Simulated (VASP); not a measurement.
An input for Ansatz (written as the equivalent of a VASP run, and not itself run):

Ansatz 0.2 input:
```yaml
crystal:
  lattice:
    - [0.0000000, 3.0646160, 3.0646160]
    - [3.0646160, 0.0000000, 3.0646160]
    - [3.0646160, 3.0646160, 0.0000000]
  atoms:
    - { symbol: Ba, position: [0.0000000, 0.0000000, 0.0000000] }
    - { symbol: F, position: [0.2500000, 0.2500000, 0.2500000] }
    - { symbol: F, position: [0.7500000, 0.7500000, 0.7500000] }
kpoints:
  mp_grid: { grid: [2, 2, 2] }
hamiltonian:
  xc: pbe0
  pseudopotentials: { kind: paw }
scf:
  occupations: { method: gaussian, width: 0.01 }
  max_iter: 100
output: { forces: true, stress: true, eigenvalues: true }
```

**Question.** Write the VASP files for the same calculation (PBE0).

**Answer.** One answer among several that fit: 
POSCAR:
```
BaF2
3.0646160
  0.0000000000   1.0000000000   1.0000000000
  1.0000000000   0.0000000000   1.0000000000
  1.0000000000   1.0000000000   0.0000000000
Ba F
1 2
Cartesian
  0.0000000000   0.0000000000   0.0000000000
  0.5000000000   0.5000000000   0.5000000000
  1.5000000000   1.5000000000   1.5000000000
```

**KPOINTS**
```
K-points
0
G
 2 2 2
0 0 0
```

**INCAR**
```
SYSTEM=BaF2
PREC=Accurate; ENCUT=400; LREAL=.FALSE.
LASPH=.TRUE.; ISYM=3
EDIFF=1E-6; NELM=100; ALGO=Normal
LMAXMIX=4
ISMEAR=0; SIGMA=0.01
GGA=PE; LHFCALC=.TRUE.; AEXX=0.25
HFRCUT=-1; PRECFOCK=Fast
ISIF=2
LWAVE=.FALSE.; LCHARG=.FALSE.
```

POTCAR, in this order: Ba_sv F (PBE.64 set). Program: vasp_std.

What does not carry over: each code has its own PAW files, so the cut-off isn't converted (ENCUT is set for VASP's; basis.ecutwfc is left out, and Ansatz then takes the one that its files recommend); Ansatz stops its SCF on the density residual and VASP on the energy change (EDIFF).

The structure comes from a computed database's BaF2 entry; how it stands against other phases isn't given here. The cell was not relaxed at this level. The k-mesh is coarse (spacing up to 0.89 per Å, 2π included), so the numbers may not be converged in it. The run is one of a series of settings (KPOINTS 2×2×2 Γ-centred mesh against the base run), some of them coarse on purpose.
